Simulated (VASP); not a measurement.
These are r2SCAN meta-GGA, VASP's PBE PAW potentials (set 64) (plane waves; VASP 6.6.1) values and carry that method's errors.

A VASP calculation is set up with these files.

POSCAR:
```
Os
3.8341350
  0.0000000000   0.4999999847   0.4999999847
  0.4999999847   0.0000000000   0.4999999847
  0.4999999847   0.4999999847   0.0000000000
Os
1
Cartesian
  0.0000000000   0.0000000000   0.0000000000
```

### KPOINTS_OPT
```
k-points along high-symmetry lines
10
Line-mode
Reciprocal
  0.000000   0.000000   0.000000 ! GAMMA
  0.500000   0.000000   0.500000 ! X

  0.500000   0.000000   0.500000 ! X
  0.625000   0.250000   0.625000 ! U

  0.375000   0.375000   0.750000 ! K
  0.000000   0.000000   0.000000 ! GAMMA

  0.000000   0.000000   0.000000 ! GAMMA
  0.500000   0.500000   0.500000 ! L

  0.500000   0.500000   0.500000 ! L
  0.500000   0.250000   0.750000 ! W

  0.500000   0.250000   0.750000 ! W
  0.500000   0.000000   0.500000 ! X
```

**KPOINTS**
```
Automatic mesh
0
Gamma
18 18 18
0 0 0
```

### INCAR
```
! general
SYSTEM =Os
PREC   =Accurate
ENCUT  =400
LREAL  =F
LASPH  =T   ! aspherical one-centre terms

! electronic loop
EDIFF  =1E-7   ! SCF stop (eV)
NELM   =100   ! most electronic steps
ALGO   =Normal   ! blocked Davidson
LMAXMIX=6   ! l cut-off of mixed one-centre charges
LMIXTAU=T

! smearing
ISMEAR =-5   ! tetrahedra, Bloechl

! functional
METAGGA=R2SCAN

! ions
ISIF   =2   ! forces and stress, cell fixed

! output
LWAVE  =F
LCHARG =F
LORBIT =11   ! lm-projected
NEDOS  =601   ! DOS grid
```

POTCAR, in this order: Os (PBE.64 set). Program: vasp_std.

The run wrote:

OUTCAR:
```
 ion  position               nearest neighbor table
   1  0.000  0.000  0.000-
  LATTYP: Found a face centered cubic cell.
 ALAT       =     3.8341348824
 Subroutine PRICEL returns:
 Original cell was already a primitive cell.
 Subroutine GETGRP returns: Found 48 space group operations
The static configuration has the point symmetry O_h .
The dynamic configuration has the point symmetry O_h .
 Subroutine INISYM returns: Found 48 space group operations
 Subroutine IBZKPT returns following result:
 Found    195 irreducible k-points:

 Following reciprocal coordinates:
            Coordinates               Weight
  0.000000  0.000000  0.000000      1.000000
  0.055556  0.000000  0.000000      8.000000
  0.111111  0.000000  0.000000      8.000000
  0.166667  0.000000  0.000000      8.000000
  0.222222  0.000000  0.000000      8.000000
  0.277778  0.000000  0.000000      8.000000
  0.333333  0.000000  0.000000      8.000000
  0.388889  0.000000  0.000000      8.000000
  0.444444  0.000000  0.000000      8.000000
  0.500000  0.000000  0.000000      4.000000
...
```

File OSZICAR:
```
       N       E                     dE             d eps       ncg     rms          rms(c)
DAV:   1    -0.206323307441E+02   -0.20632E+02   -0.38931E+03  3648   0.767E+02
DAV:   2    -0.536017410807E+02   -0.32969E+02   -0.31852E+02  3208   0.206E+02
DAV:   3    -0.541985768959E+02   -0.59684E+00   -0.59538E+00  4464   0.252E+01
DAV:   4    -0.541995017201E+02   -0.92482E-03   -0.92545E-03  4128   0.990E-01
DAV:   5    -0.541995024978E+02   -0.77772E-06   -0.78234E-06  4592   0.160E-02    0.157E+01
DAV:   6    -0.524653438850E+02    0.17342E+01   -0.96794E-01  3664   0.777E+00    0.698E+00
DAV:   7    -0.527066824856E+02   -0.24134E+00   -0.19552E-01  3840   0.544E+00    0.136E+00
DAV:   8    -0.528065864022E+02   -0.99904E-01   -0.52601E-02  3288   0.258E+00    0.736E-01
DAV:   9    -0.528430388687E+02   -0.36452E-01   -0.88928E-03  3800   0.854E-01    0.770E-02
DAV:  10    -0.528513440033E+02   -0.83051E-02   -0.51158E-04  3352   0.192E-01    0.610E-02
DAV:  11    -0.528529874379E+02   -0.16434E-02   -0.17247E-03  3672   0.344E-01    0.353E-02
DAV:  12    -0.528531254796E+02   -0.13804E-03   -0.48469E-05  3512   0.701E-02    0.240E-02
DAV:  13    -0.528533424688E+02   -0.21699E-03   -0.16308E-04  3440   0.111E-01    0.173E-02
DAV:  14    -0.528533490910E+02   -0.66222E-05   -0.18000E-05  3288   0.427E-02    0.173E-03
DAV:  15    -0.528533504569E+02   -0.13659E-05   -0.13197E-06  3760   0.108E-02    0.235E-03
DAV:  16    -0.528533497580E+02    0.69894E-06   -0.11158E-06  3616   0.939E-03    0.301E-03
DAV:  17    -0.528533506360E+02   -0.87801E-06   -0.38368E-07  3472   0.566E-03    0.704E-04
DAV:  18    -0.528533508344E+02   -0.19838E-06   -0.16871E-08  1608   0.142E-03    0.232E-04
DAV:  19    -0.528533507361E+02    0.98327E-07   -0.27572E-09  1616   0.707E-04
   1 F= -.52853351E+02 E0= -.52853351E+02  d E =0.000000E+00
       N       E                     dE             ncg
```

### OUTCAR
```
------------------------ aborting loop because EDIFF is reached ----------------------------------------
  FORCE on cell =-STRESS in cart. coord.  units (eV):
  Direction    XX          YY          ZZ          XY          YZ          ZX
  --------------------------------------------------------------------------------------
  Total        0.0216980      0.0216980      0.0216980      0.0000000     -0.0000000     -0.0000000
  in kB        2.4671086      2.4671086      2.4671086      0.0000000     -0.0000000     -0.0000000
  external PRESSURE =       2.4671086 kB  Pullay stress =       0.0000000 kB
  volume of cell :       14.09
      direct lattice vectors                 reciprocal lattice vectors
     0.000000000  1.917067441  1.917067441    -0.260815029  0.260815029  0.260815029
     1.917067441  0.000000000  1.917067441     0.260815029 -0.260815029  0.260815029
     1.917067441  1.917067441  0.000000000     0.260815029  0.260815029 -0.260815029
 POSITION                                       TOTAL-FORCE (eV/Angst)
 -----------------------------------------------------------------------------------
      0.00000      0.00000      0.00000         0.000000      0.000000      0.000000
 -----------------------------------------------------------------------------------
    total drift:                                0.000000     -0.000000      0.000000
  FREE ENERGIE OF THE ION-ELECTRON SYSTEM (eV)
  ---------------------------------------------------
  free  energy   TOTEN  =       -52.8533507361 eV

  energy  without entropy=      -52.8533507361  energy(sigma->0) =      -52.85335074

 total charge

# of ion       s       p       d       tot
------------------------------------------
    1        0.659   0.766   6.051   7.477
```
(Selected blocks of OUTCAR.)

For a metal the tetrahedron method with Blöchl corrections gives inexact stress and forces.

The structure was generated: Os was put into the fcc type (Fm-3m), which need not be its known phase. It was relaxed first.
